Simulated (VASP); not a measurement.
An input for Quantum ESPRESSO's pw.x (written as the equivalent of a VASP run, and not itself run):

```
&CONTROL
  calculation = 'vc-relax'
  pseudo_dir = './pseudo'
  outdir = './out'
  tprnfor = .true.
  tstress = .true.
  nstep = 30
  forc_conv_thr = 0.00039
/
&SYSTEM
  ibrav = 0
  nat = 2
  ntyp = 1
  ecutwfc = 74
  occupations = 'smearing'
  smearing = 'methfessel-paxton'
  degauss = 0.00735
  input_dft = 'vdw-df-cx'
/
&ELECTRONS
  conv_thr = 7.3e-09
  electron_maxstep = 100
/
&IONS
/
&CELL
  cell_dofree = 'shape'
/
ATOMIC_SPECIES
  Os 190.230 Os.upf
CELL_PARAMETERS angstrom
     1.3414361   -2.3234351    0.0000000
     1.3414361    2.3234351    0.0000000
     0.0000000    0.0000000    4.2308362
ATOMIC_POSITIONS crystal
  Os   0.3333330  0.6666670  0.2500000
  Os   0.6666670  0.3333330  0.7500000
K_POINTS automatic
  15 15 9 0 0 0
```

Problem. Write the VASP files for the same calculation (vdW-DF-cx).

Solution. One answer among several that fit: 
File KPOINTS:
```
Automatic mesh
0
Gamma
15 15 9
0 0 0
```

POSCAR:
```
Os
1
    1.3414360852    -2.3234351063     0.0000000000
    1.3414360852     2.3234351063     0.0000000000
    0.0000000000     0.0000000000     4.2308362411
Os
2
Direct
  0.3333330000   0.6666670000   0.2500000000
  0.6666670000   0.3333330000   0.7500000000
```

### INCAR
```
! general
SYSTEM   = Os
PREC     = Accurate
ENCUT    = 520
LREAL    = .FALSE.
LASPH    = .TRUE.   ! aspherical one-centre terms

! electronic loop
EDIFF    = 1E-7   ! SCF stop (eV)
NELM     = 100
ALGO     = Normal
LMAXMIX  = 6

! smearing
ISMEAR   = 1
SIGMA    = 0.1   ! width (eV)

! functional
GGA      = CX
LUSE_VDW = .TRUE.
AGGAC    = 0.0

! ions
IBRION   = 2   ! conjugate gradients
NSW      = 30   ! most ionic steps
ISIF     = 4
EDIFFG   = -0.01   ! ionic stop

! output
LWAVE    = .FALSE.
LCHARG   = .FALSE.
```

POTCAR, in this order: Os (PBE.64 set). Program: vasp_std.

Limits of the translation: the potentials are each code's own (VASP's PAW set, PseudoDojo norm-conserving files in pw.x), so ENCUT and ecutwfc are chosen apart and not converted; conv_thr bounds pw.x's estimated SCF error, while EDIFF bounds the energy change between steps; forc_conv_thr acts on force components and is met together with etot_conv_thr.

The compound is Os in the hcp structure. This cell is one point of a volume scan, at 0.94 of the reference volume. Symmetry was kept, so distortions that lower it aren't found.
